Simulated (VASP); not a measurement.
Computed with PBEsol GGA, VASP's PBE PAW potentials (set 64) (plane waves; VASP).

VASP input:

**KPOINTS**
```
k-points along high-symmetry lines
7
Line-mode
Reciprocal
  0.000000   0.000000   0.000000 ! GAMMA
 -0.500000   0.500000   0.000000 ! X

 -0.500000   0.500000   0.000000 ! X
 -1.000000   0.500000   0.000000 ! S

 -1.000000   0.500000   0.000000 ! S
 -0.500000   0.000000   0.000000 ! Y

 -0.500000   0.000000   0.000000 ! Y
  0.000000   0.000000   0.000000 ! GAMMA

  0.000000   0.000000   0.000000 ! GAMMA
  0.000000   0.000000   0.500000 ! Z

  0.000000   0.000000   0.500000 ! Z
 -0.500000   0.500000   0.500000 ! U

 -0.500000   0.500000   0.500000 ! U
 -1.000000   0.500000   0.500000 ! R

 -1.000000   0.500000   0.500000 ! R
 -0.500000   0.000000   0.500000 ! T

 -0.500000   0.000000   0.500000 ! T
  0.000000   0.000000   0.500000 ! Z

 -0.500000   0.500000   0.000000 ! X
 -0.500000   0.500000   0.500000 ! U

 -0.500000   0.000000   0.000000 ! Y
 -0.500000   0.000000   0.500000 ! T

 -1.000000   0.500000   0.000000 ! S
 -1.000000   0.500000   0.500000 ! R
```

File POSCAR:
```
Cd4S2Se2
1
    4.2241166244    -7.2933136869     0.0000000000
    2.1020688067     3.6408898974     0.0000000000
    0.0000000000     0.0000000000     6.8638069877
Cd Se S
4 2 2
Direct
  0.3433589101   0.3433579101   0.4911077997
  0.1566420899   0.6566420899   0.9911077997
  0.8240654406   0.3240654406   0.5098753840
  0.6759335594   0.6759345594   0.0098753840
  0.3391420264   0.3391410264   0.8738820793
  0.1608589736   0.6608589736   0.3738820793
  0.8279202305   0.3279202305   0.8791347371
  0.6720787695   0.6720797695   0.3791347371
```

**INCAR**
```
SYSTEM = Cd4S2Se2
PREC = Accurate; ENCUT = 400; LREAL = .FALSE.
LASPH = .TRUE.; ICHARG = 11
EDIFF = 1E-7; NELM = 100; ALGO = Normal
LMAXMIX = 4
ISMEAR = 0; SIGMA = 0.05
GGA = PS
LWAVE = .FALSE.; LCHARG = .FALSE.; LORBIT = 11
```

POTCAR, in this order: Cd Se S (PBE.64 set). Program: vasp_std. Read from the step before: CHGCAR.

What VASP printed:

**OUTCAR**
```
 ion  position               nearest neighbor table
   1  0.343  0.343  0.491-   8 2.52   6 2.62   6 2.62   5 2.63
   2  0.157  0.657  0.991-   7 2.52   5 2.62   5 2.62   6 2.63
   3  0.824  0.324  0.510-   7 2.53   8 2.54   8 2.54   6 2.63
   4  0.676  0.676  0.010-   8 2.53   7 2.54   7 2.54   5 2.63
   5  0.339  0.339  0.874-   2 2.62   2 2.62   1 2.63   4 2.63
   6  0.161  0.661  0.374-   1 2.62   1 2.62   2 2.63   3 2.63
   7  0.828  0.328  0.879-   2 2.52   3 2.53   4 2.54   4 2.54
   8  0.672  0.672  0.379-   1 2.52   4 2.53   3 2.54   3 2.54
  LATTYP: Found a simple orthorhombic cell.
 ALAT       =     4.2041375469
 B/A-ratio  =     1.6326314045
 C/A-ratio  =     1.7375381052
 Subroutine PRICEL returns:
 Original cell was already a primitive cell.
 Subroutine GETGRP returns: Found  4 space group operations
The static configuration has the point symmetry C_1h.
 The point group associated with its full space group is C_2v.
The dynamic configuration has the point symmetry C_1h.
 Subroutine INISYM returns: Found  4 space group operations
   k-points           NKPTS =     84   k-points in BZ     NKDIM =     84   number of bands    NBANDS=     43
   number of dos      NEDOS =    301   number of ions     NIONS =      8
   total plane-waves  NPLWV =  75264
   dimension x,y,z NGX =    56 NGY =   28 NGZ =   48
   dimension x,y,z NGXF=   112 NGYF=   56 NGZF=   96
   ions per type =               4   2   2
   PREC   = accura    normal or accurate (medium, high low for compatibility)
   ISTART =      0    job   : 0-new  1-cont  2-samecut
   ICHARG =     11    charge: 1-file 2-atom 10-const
   ISPIN  =      1    spin polarized calculation?
   LNONCOLLINEAR =      F non collinear calculations
   LSORBIT =      F    spin-orbit coupling
   INIWAV =      1    electr: 0-lowe 1-rand  2-diag
   ENCUT  =  400.0 eV  29.40 Ry    5.42 a.u.  13.74  6.86 11.19*2*pi/ulx,y,z
   NELM   =    100;   NELMIN=  2; NELMDL= -5     # of ELM steps
   EDIFF  = 0.1E-06   stopping-criterion for ELM
   LREAL  =      F    real-space projection
   NLSPLINE    = F    spline interpolate recip. space projectors
   LMAXMIX     =    4 max onsite mixed and CHGCAR
   VOSKOWN=      0    Vosko Wilk Nusair interpolation
...
```

File OSZICAR:
```
       N       E                     dE             d eps       ncg     rms          rms(c)
DAV:   1     0.442134193934E+03    0.44213E+03   -0.30644E+04  7272   0.125E+03
DAV:   2     0.661981499195E+00   -0.44147E+03   -0.43392E+03  8129   0.340E+02
DAV:   3    -0.251023869340E+02   -0.25764E+02   -0.25618E+02  8592   0.808E+01
DAV:   4    -0.254136174973E+02   -0.31123E+00   -0.31085E+00  8069   0.825E+00
DAV:   5    -0.254184116148E+02   -0.47941E-02   -0.47927E-02  8438   0.984E-01
DAV:   6    -0.254185279005E+02   -0.11629E-03   -0.11628E-03  8061   0.150E-01
DAV:   7    -0.254185318127E+02   -0.39122E-05   -0.39116E-05  8438   0.251E-02
DAV:   8    -0.254185319574E+02   -0.14470E-06   -0.14476E-06  6814   0.457E-03
DAV:   9    -0.254185319636E+02   -0.61573E-08   -0.61558E-08  5687   0.100E-03
   1 F= -.25418532E+02 E0= -.25418532E+02  d E =-.102462E-12
```

**OUTCAR**
```
 val. band max:        1.1397133031   @ k =   0.0000   0.0000   0.0000

 cond. band min:       1.8335971266   @ k =   0.0000   0.0000   0.0000



 k-point     1 :       0.0000    0.0000    0.0000
  band No.  band energies     occupation
      1     -11.4949      2.00000
      2     -11.0817      2.00000
      3     -11.0756      2.00000
      4     -10.9487      2.00000
      5      -6.8136      2.00000
      6      -6.8083      2.00000
      7      -6.7821      2.00000
      8      -6.7166      2.00000
      9      -6.7068      2.00000
     10      -6.6613      2.00000
     11      -6.6495      2.00000
     12      -6.5126      2.00000
     13      -6.5043      2.00000
     14      -6.5018      2.00000
     15      -6.4508      2.00000
     16      -6.4064      2.00000
     17      -6.3884      2.00000
     18      -6.3302      2.00000
     19      -6.3282      2.00000
     20      -6.3119      2.00000
     21      -6.2790      2.00000
     22      -6.0552      2.00000
     23      -6.0184      2.00000
     24      -5.9178      2.00000
     25      -3.4609      2.00000
     26      -3.2362      2.00000
     27      -2.6339      2.00000
     28      -1.6804      2.00000
     29      -0.9339      2.00000
     30      -0.3620      2.00000
     31       0.1796      2.00000
     32       0.2282      2.00000
     33       0.3354      2.00000
     34       0.9891      2.00000
     35       1.0072      2.00000
     36       1.1397      2.00000
     37       1.8336      0.00000
     38       3.4051      0.00000
     39       4.4462      0.00000
     40       4.5377      0.00000
     41       5.8455      0.00000
     42       7.1164      0.00000
     43       7.1188      0.00000

 k-point     2 :      -0.0833    0.0833    0.0000
  band No.  band energies     occupation
      1     -11.4766      2.00000
      2     -11.0731      2.00000
      3     -11.0671      2.00000
      4     -10.9491      2.00000
      5      -6.8068      2.00000
      6      -6.7981      2.00000
...
```

The density is held fixed in this step, so its total energy and stress have no physical meaning.

The structure was generated: Cd4S2Se2 was put into an ordered model structure (Pmn2_1), which need not be its known phase. It was relaxed first.
